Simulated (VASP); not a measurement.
FeAl (CsCl type) relaxed at rising pressure, in one space group throughout; other phases were not tried. The pressures are those reached. These are LDA (Ceperley-Alder, Perdew-Zunger), VASP's LDA PAW potentials (set 64) (plane waves; VASP) values and carry that method's errors.

```tsv
P (GPa)	V (Å³/atom)	k-mesh
0.09	11.136	13×13×13
5.07	10.884	13×13×13
10.06	10.659	13×13×13
19.91	10.275	13×13×13
29.86	9.948	13×13×13
```

A change of mesh leaves a small step in the series.

### Question
Fit an equation of state and predict the volume at 44.94 GPa.

### Answer
Least squares on the third-order Birch-Murnaghan form, P = (3B0/2)(y⁷ − y⁵)[1 + (3/4)(B′ − 4)(y² − 1)] with y = (V0/V)^(1/3), gives V0 = 11.141 Å³/atom, B0 = 207 GPa and B′ = 4.3, and so 9.535 Å³/atom. The run gave 9.531 Å³/atom, -0.0 % from the fit.

Pressures at which the relaxation failed are left out.

The compound is FeAl in the CsCl type structure. The run is not spin-polarised, so no magnetic state was tried. The electron count is odd and the run is not spin-polarised, which forces a metal.
